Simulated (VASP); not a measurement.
An input for Ansatz (written as the equivalent of a VASP run, and not itself run):

Ansatz 0.2 input:
```yaml
crystal:
  lattice:
    - [5.1171705, 0.0000000, 0.0000000]
    - [0.0000000, 5.1171705, 0.0000000]
    - [0.0000000, 0.0000000, 5.1171705]
  atoms:
    - { symbol: Sn, position: [0.0000000, 0.5000000, 0.5000000] }
    - { symbol: Sn, position: [0.5000000, 0.5000000, 0.0000000] }
    - { symbol: Sn, position: [0.5000000, 0.0000000, 0.5000000] }
    - { symbol: Sn, position: [0.0000000, 0.0000000, 0.0000000] }
    - { symbol: O, position: [0.3388378, 0.1611622, 0.8388378] }
    - { symbol: O, position: [0.6611622, 0.8388378, 0.1611622] }
    - { symbol: O, position: [0.1611622, 0.8388378, 0.3388378] }
    - { symbol: O, position: [0.8388378, 0.1611622, 0.6611622] }
    - { symbol: O, position: [0.8388378, 0.3388378, 0.1611622] }
    - { symbol: O, position: [0.1611622, 0.6611622, 0.8388378] }
    - { symbol: O, position: [0.6611622, 0.6611622, 0.6611622] }
    - { symbol: O, position: [0.3388378, 0.3388378, 0.3388378] }
kpoints:
  mp_grid: { grid: [4, 4, 4] }
hamiltonian:
  xc: r2scan
  pseudopotentials: { kind: paw }
scf:
  occupations: { method: gaussian, width: 0.05 }
  max_iter: 100
relax:
  max_steps: 60
  f_tol: 0.02
  cell: {}
output: { forces: true, stress: true, eigenvalues: true }
```

Question: Write the VASP files for the same calculation (r2SCAN).

Answer: Several could match; the one computed here: 
**POSCAR**
```
SnO2
1
    5.1171704642    -0.0000000000    -0.0000000000
   -0.0000000000     5.1171704642    -0.0000000000
   -0.0000000000    -0.0000000000     5.1171704642
Sn O
4 8
Direct
  0.0000000000   0.5000000000   0.5000000000
  0.5000000000   0.5000000000   0.0000000000
  0.5000000000   0.0000000000   0.5000000000
  0.0000000000   0.0000000000   0.0000000000
  0.3388377750   0.1611622250   0.8388377750
  0.6611622250   0.8388377750   0.1611622250
  0.1611622250   0.8388377750   0.3388377750
  0.8388377750   0.1611622250   0.6611622250
  0.8388377750   0.3388377750   0.1611622250
  0.1611622250   0.6611622250   0.8388377750
  0.6611622250   0.6611622250   0.6611622250
  0.3388377750   0.3388377750   0.3388377750
```

**KPOINTS**
```
Automatic mesh
0
Gamma
4 4 4
0 0 0
```

INCAR:
```
# general
SYSTEM  = SnO2
PREC    = Accurate
ENCUT   = 520   # plane-wave cut-off (eV)
LREAL   = .FALSE.   # projection in real space or not
LASPH   = .TRUE.   # aspherical one-centre terms

# electronic loop
EDIFF   = 1E-6   # SCF stop (eV)
NELM    = 100   # most electronic steps
ALGO    = Normal   # blocked Davidson
LMAXMIX = 4
LMIXTAU = .TRUE.

# smearing
ISMEAR  = 0
SIGMA   = 0.05

# functional
METAGGA = R2SCAN

# ions
IBRION  = 2   # conjugate gradients
NSW     = 60
ISIF    = 3
EDIFFG  = -0.02   # ionic stop

# output
LWAVE   = .FALSE.
LCHARG  = .FALSE.
```

POTCAR, in this order: Sn_d O (PBE.64 set). Program: vasp_std.

What does not carry over: each code has its own PAW files, so the cut-off isn't converted (ENCUT is set for VASP's; basis.ecutwfc is left out, and Ansatz then takes the one that its files recommend); Ansatz stops its SCF on the density residual and VASP on the energy change (EDIFF).

The structure comes from a computed database's SnO2 entry (Pa-3); how it stands against other phases isn't given here. This run relaxes it. Symmetry was kept, so distortions that lower it aren't found. The start is the result of an earlier pass.
